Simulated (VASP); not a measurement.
```
KCl
1.0
    0.00000     3.14500     3.14500
    3.14500     0.00000     3.14500
    3.14500     3.14500     0.00000
K Cl
1 1
Direct
  0.00000   0.00000   0.00000
  0.50000   0.50000   0.50000
```

The base run (VASP): PBE GGA, plane waves, VASP's PBE PAW potentials (set 64). Numerical set-up: 400 eV cut-off, 7×7×7 Γ-centred mesh, Gaussian smearing of 0.050 eV, potentials K_sv Cl.

One setting is varied; ΔE counts from the most expensive setting. The base run took about 6 core-seconds. The timings are rough (shared machines, no repeats); factors under 2 mean little.

Pressures at a finite cut-off, here 400 eV, hold a Pulay part, which wasn't tested here.

```csv
setting,cost over the base run,electronic steps,ΔE (meV/atom),pressure (GPa)
KPOINTS 1×1×1 Γ-centred mesh,about 1/3,12,1448.5,13.39
KPOINTS 2×2×2 Γ-centred mesh,about 1/2,13,35.7,1.21
KPOINTS 3×3×3 Γ-centred mesh,about 1/2,13,1.5,0.84
KPOINTS 5×5×5 Γ-centred mesh,within a factor of 2,13,0.0,0.81
base run,reference,13,0.0,0.81
KPOINTS 9×9×9 Γ-centred mesh,within a factor of 2,13,0.0,0.81
KPOINTS 10×10×10 Γ-centred mesh,within a factor of 2,13,0.0,0.81
KPOINTS 13×13×13 Γ-centred mesh,about 3 times,13,0.0,0.81
```

Left out are runs that failed, have no time on record or changed the cell.

The compound is KCl in the rock salt structure. The cell was not relaxed at this level.
